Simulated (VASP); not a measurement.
These are PBEsol GGA, VASP's PBE PAW potentials (set 64) (plane waves; VASP) values and carry that method's errors.

VASP ran on this input.

POSCAR:
```
CoP
1
    0.0000000000     2.6904520000     2.6904520000
    2.6904520000     0.0000000000     2.6904520000
    2.6904520000     2.6904520000     0.0000000000
Co P
1 1
Direct
  0.0000000000   0.0000000000   0.0000000000
  0.2500000000   0.2500000000   0.2500000000
```

**INCAR**
```
ALGO=Normal
EDIFF=1E-6
EDIFFG=-0.01
ENCUT=400
GGA=PS
IBRION=2
ISIF=3
ISMEAR=1
ISPIN=2
LASPH=.TRUE.
LCHARG=.FALSE.
LMAXMIX=4
LORBIT=10
LREAL=.FALSE.
LWAVE=.FALSE.
MAGMOM=3.0 0.0
NELM=100
NSW=60
PREC=Accurate
SIGMA=0.1
SYSTEM=CoP
```

KPOINTS:
```
Automatic mesh
0
Gamma
11 11 11
0 0 0
```

POTCAR, in this order: Co P (PBE.64 set). Program: vasp_std.

Output of the run:

**OSZICAR**
```
       N       E                     dE             d eps       ncg     rms          rms(c)
DAV:   1     0.495759132144E+02    0.49576E+02   -0.48835E+03  2928   0.808E+02
DAV:   2    -0.120193115936E+02   -0.61595E+02   -0.56236E+02  3077   0.180E+02
DAV:   3    -0.151205194053E+02   -0.31012E+01   -0.30484E+01  3787   0.456E+01
DAV:   4    -0.151823388568E+02   -0.61819E-01   -0.61768E-01  3364   0.681E+00
DAV:   5    -0.151842915847E+02   -0.19527E-02   -0.19526E-02  3739   0.118E+00    0.148E+01
DAV:   6    -0.238292304541E+02   -0.86449E+01   -0.99806E+01  3092   0.142E+02    0.359E+01
DAV:   7    -0.129211813029E+02    0.10908E+02   -0.33645E+01  3462   0.924E+01    0.543E+00
DAV:   8    -0.130039629638E+02   -0.82782E-01   -0.13930E+00  3943   0.116E+01    0.251E+00
DAV:   9    -0.130394725659E+02   -0.35510E-01   -0.16329E-01  3598   0.431E+00    0.152E+00
DAV:  10    -0.130458679296E+02   -0.63954E-02   -0.53522E-02  4123   0.274E+00    0.914E-01
DAV:  11    -0.130518769442E+02   -0.60090E-02   -0.20571E-02  4390   0.141E+00    0.439E-01
DAV:  12    -0.130548540463E+02   -0.29771E-02   -0.13923E-02  4015   0.128E+00    0.200E-01
DAV:  13    -0.130550089899E+02   -0.15494E-03   -0.17190E-03  3739   0.430E-01    0.697E-02
DAV:  14    -0.130550619063E+02   -0.52916E-04   -0.19418E-04  4480   0.129E-01    0.577E-02
DAV:  15    -0.130551162122E+02   -0.54306E-04   -0.11036E-04  3999   0.119E-01    0.438E-02
DAV:  16    -0.130551815290E+02   -0.65317E-04   -0.32087E-04  3897   0.208E-01    0.344E-02
DAV:  17    -0.130552159981E+02   -0.34469E-04   -0.28304E-04  4388   0.186E-01    0.182E-02
DAV:  18    -0.130552305116E+02   -0.14513E-04   -0.16455E-04  4466   0.137E-01    0.100E-02
DAV:  19    -0.130552328712E+02   -0.23596E-05   -0.12243E-05  3390   0.314E-02    0.796E-03
DAV:  20    -0.130552348366E+02   -0.19655E-05   -0.28906E-05  3421   0.625E-02    0.345E-03
DAV:  21    -0.130552351708E+02   -0.33416E-06   -0.39813E-06  1912   0.202E-02
   1 F= -.13055235E+02 E0= -.13054642E+02  d E =-.130552E+02  mag=     0.0011
       N       E                     dE             d eps       ncg     rms          rms(c)
DAV:   1    -0.426091019042E+02   -0.29554E+02   -0.30129E+02  3437   0.271E+02    0.541E+01
DAV:   2    -0.494478460537E+02   -0.68387E+01   -0.32203E+02  2932   0.336E+02    0.647E+01
DAV:   3    -0.141511396860E+02    0.35297E+02   -0.12595E+02  3472   0.178E+02    0.228E+01
DAV:   4    -0.140017989354E+02    0.14934E+00   -0.68849E+00  3970   0.261E+01    0.146E+01
DAV:   5    -0.136671053026E+02    0.33469E+00   -0.10136E+00  3669   0.164E+01    0.975E+00
DAV:   6    -0.135888245076E+02    0.78281E-01   -0.49684E-01  3566   0.115E+01    0.148E+00
DAV:   7    -0.135771188872E+02    0.11706E-01   -0.13144E-01  3502   0.609E+00    0.142E+00
DAV:   8    -0.135760313007E+02    0.10876E-02   -0.65697E-03  3838   0.134E+00    0.247E-01
DAV:   9    -0.135758183234E+02    0.21298E-03   -0.10235E-03  4537   0.425E-01    0.734E-02
DAV:  10    -0.135758181418E+02    0.18157E-06   -0.94105E-05  4408   0.103E-01    0.336E-02
DAV:  11    -0.135758186456E+02   -0.50374E-06   -0.19387E-06  2987   0.127E-02
   2 F= -.13575819E+02 E0= -.13575303E+02  d E =-.520583E+00  mag=    -0.0000
       N       E                     dE             d eps       ncg     rms          rms(c)
DAV:   1    -0.176032027188E+02   -0.40274E+01   -0.43652E+01  2992   0.120E+02    0.168E+01
DAV:   2    -0.236680043982E+02   -0.60648E+01   -0.98295E+01  3452   0.173E+02    0.235E+01
DAV:   3    -0.140116190825E+02    0.96564E+01   -0.25748E+01  3062   0.907E+01    0.461E+00
DAV:   4    -0.139779606147E+02    0.33658E-01   -0.73391E-01  2942   0.753E+00    0.332E+00
DAV:   5    -0.138989875229E+02    0.78973E-01   -0.10463E-01  3722   0.403E+00    0.941E-01
DAV:   6    -0.138975961096E+02    0.13914E-02   -0.43365E-03  3342   0.633E-01    0.702E-01
DAV:   7    -0.138966526266E+02    0.94348E-03   -0.56664E-04  3712   0.212E-01    0.297E-01
DAV:   8    -0.138964849745E+02    0.16765E-03   -0.23852E-04  3212   0.188E-01    0.385E-02
DAV:   9    -0.138964863333E+02   -0.13588E-05   -0.60131E-06  3794   0.200E-02    0.256E-02
DAV:  10    -0.138964865130E+02   -0.17973E-06   -0.54531E-06  3255   0.298E-02
   3 F= -.13896487E+02 E0= -.13895851E+02  d E =-.841251E+00  mag=    -0.0000
       N       E                     dE             d eps       ncg     rms          rms(c)
DAV:   1    -0.139025843797E+02   -0.60980E-02   -0.65861E-02  3132   0.442E+00    0.703E-01
DAV:   2    -0.139169521692E+02   -0.14368E-01   -0.17968E-01  3382   0.699E+00    0.117E+00
DAV:   3    -0.138968542368E+02    0.20098E-01   -0.89275E-02  3362   0.494E+00    0.130E-01
DAV:   4    -0.138966382470E+02    0.21599E-03   -0.12207E-03  3177   0.314E-01    0.430E-02
DAV:   5    -0.138966283818E+02    0.98652E-05   -0.45199E-05  4207   0.657E-02    0.261E-02
DAV:   6    -0.138966243525E+02    0.40293E-05   -0.14260E-05  4346   0.350E-02    0.268E-03
DAV:   7    -0.138966242743E+02    0.78163E-07   -0.59411E-07  1537   0.708E-03
   4 F= -.13896624E+02 E0= -.13895994E+02  d E =-.841389E+00  mag=    -0.0000
       N       E                     dE             d eps       ncg     rms          rms(c)
DAV:   1    -0.138998117210E+02   -0.31874E-02   -0.35230E-02  3112   0.324E+00    0.515E-01
DAV:   2    -0.139076752330E+02   -0.78635E-02   -0.97383E-02  3392   0.517E+00    0.857E-01
DAV:   3    -0.138967338416E+02    0.10941E-01   -0.47791E-02  3302   0.359E+00    0.928E-02
DAV:   4    -0.138966237535E+02    0.11009E-03   -0.60965E-04  3042   0.206E-01    0.348E-02
DAV:   5    -0.138966145510E+02    0.92025E-05   -0.30634E-05  4112   0.653E-02    0.180E-02
DAV:   6    -0.138966116866E+02    0.28644E-05   -0.74168E-06  4024   0.218E-02    0.269E-03
DAV:   7    -0.138966116749E+02    0.11740E-07   -0.30993E-07  1486   0.603E-03
   5 F= -.13896612E+02 E0= -.13895978E+02  d E =0.125994E-04  mag=    -0.0000
       N       E                     dE             d eps       ncg     rms          rms(c)
DAV:   1    -0.138975801922E+02   -0.96851E-03   -0.99725E-03  3132   0.172E+00    0.274E-01
DAV:   2    -0.138997850996E+02   -0.22049E-02   -0.27449E-02  3382   0.273E+00    0.455E-01
DAV:   3    -0.138967119089E+02    0.30732E-02   -0.13535E-02  3342   0.192E+00    0.503E-02
DAV:   4    -0.138966800898E+02    0.31819E-04   -0.18051E-04  3127   0.118E-01    0.172E-02
DAV:   5    -0.138966784607E+02    0.16291E-05   -0.72005E-06  3923   0.279E-02    0.998E-03
DAV:   6    -0.138966780435E+02    0.41714E-06   -0.18582E-06  1551   0.130E-02
   6 F= -.13896678E+02 E0= -.13896046E+02  d E =-.537692E-04  mag=     0.0000
```

**OUTCAR**
```
------------------------ aborting loop because EDIFF is reached ----------------------------------------
  FORCE on cell =-STRESS in cart. coord.  units (eV):
  Direction    XX          YY          ZZ          XY          YZ          ZX
  --------------------------------------------------------------------------------------
  Total        0.0018766      0.0018766      0.0018766      0.0000000      0.0000000     -0.0000000
  in kB        0.1017010      0.1017010      0.1017010      0.0000000      0.0000000     -0.0000000
  external PRESSURE =       0.1017010 kB  Pullay stress =       0.0000000 kB
  volume of cell :       29.56
      direct lattice vectors                 reciprocal lattice vectors
     0.000000000  2.454191025  2.454191025    -0.203733122  0.203733122  0.203733122
     2.454191025  0.000000000  2.454191025     0.203733122 -0.203733122  0.203733122
     2.454191025  2.454191025 -0.000000000     0.203733122  0.203733122 -0.203733122
 POSITION                                       TOTAL-FORCE (eV/Angst)
 -----------------------------------------------------------------------------------
      0.00000      0.00000      0.00000         0.000000      0.000000      0.000000
      1.22710      1.22710      1.22710        -0.000000     -0.000000     -0.000000
 -----------------------------------------------------------------------------------
    total drift:                                0.000001      0.000001      0.000001
  FREE ENERGIE OF THE ION-ELECTRON SYSTEM (eV)
  ---------------------------------------------------
  free  energy   TOTEN  =       -13.8966780435 eV

  energy  without entropy=      -13.8947819550  energy(sigma->0) =      -13.89604601

 total charge

# of ion       s       p       d       tot
------------------------------------------
    1        0.559   0.530   7.535   8.625
    2        1.054   1.445   0.000   2.499
--------------------------------------------------
tot          1.613   1.975   7.535  11.124

 magnetization (x)

# of ion       s       p       d       tot
------------------------------------------
    1        0.000   0.000   0.000   0.000
    2        0.000  -0.000   0.000  -0.000
--------------------------------------------------
tot          0.000  -0.000   0.000   0.000

 reached required accuracy - stopping structural energy minimisation
```
(Selected blocks of OUTCAR.)

**CONTCAR**
```
CoP
   1.00000000000000
     0.0000000000000000    2.4541910251015580    2.4541910251015580
     2.4541910251015580    0.0000000000000000    2.4541910251015580
     2.4541910251015580    2.4541910251015580   -0.0000000000000000
  Co              P
     1     1
Direct
     0.0000000000000000    0.0000000000000000    0.0000000000000000
     0.2500000000000000    0.2500000000000000    0.2500000000000000
```

Energy and stress use the plane-wave basis of the starting cell.

The structure was generated: CoP was put into the zinc blende type (F-43m), which need not be its known phase. This run relaxes it. Symmetry was kept, so distortions that lower it aren't found.
